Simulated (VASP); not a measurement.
Consider the following.

```xyz
2
Lattice="0.0000 3.5028 3.5028 3.5028 0.0000 3.5028 3.5028 3.5028 0.0000" Properties=species:S:1:pos:R:3 pbc="T T T"
Rb     0.0000     0.0000     0.0000
Br     3.5028     3.5028     3.5028
```

Computed with vdW-DF2, VASP's PBE PAW potentials (set 64) (plane waves; VASP). Run with 520 eV cut-off, Gaussian smearing of 0.050 eV, potentials Rb_sv Br.

Q: Give the energies of bands 6 to 11 at the high-symmetry points, in eV from the valence-band maximum.

A: 
```csv
band,Γ,X,U,L,W
6,0.00,-0.48,-0.47,-0.94,-0.45
7,0.00,-0.16,-0.42,-0.31,-0.35
8,0.00,-0.16,-0.24,-0.31,-0.35
9,3.80,5.34,6.01,6.30,6.70
10,6.98,6.56,7.50,7.16,6.70
11,6.98,8.52,7.65,9.02,7.71
```

The gap is direct, 3.80 eV, from the valence maximum at Γ to the conduction minimum at Γ.

Measured: gap 7.20 eV (computed value off by -3.40 eV), as given by Aguado et al., (1998), arXiv:cond-mat/9809176.

The compound is RbBr in the rock salt structure. It was relaxed first, which changed the volume by +5 %.
